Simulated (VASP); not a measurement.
Consider the following.

```
CELL_PARAMETERS angstrom
      1.73910    -3.01221     0.00000
      1.73910     3.01221     0.00000
      0.00000     0.00000     5.81400
ATOMIC_POSITIONS crystal
  Ti 0.00000 0.00000 0.00000
  S  0.33333 0.66667 0.25000
  S  0.66667 0.33333 0.75000
```

Computed with PBE GGA, VASP's PBE PAW potentials (set 64) (plane waves; VASP). Run with 400 eV cut-off, 9×9×5 Γ-centred mesh, first-order Methfessel-Paxton smearing of 0.10 eV, potentials Ti_sv S.

Predict the energy per atom (σ→0), pressure, band gap (on the k-mesh) with the smallest direct gap where there is one.

| Item | Value |
|---|---|
| band gap (on the k-mesh) | none (metal, semimetal or under 0.01 eV) |
| energy per atom (σ→0) | -6.625 eV/atom |
| pressure | -4.85 GPa |

The compound is TiS2 in the 1T layered structure. The cell was not relaxed at this level.
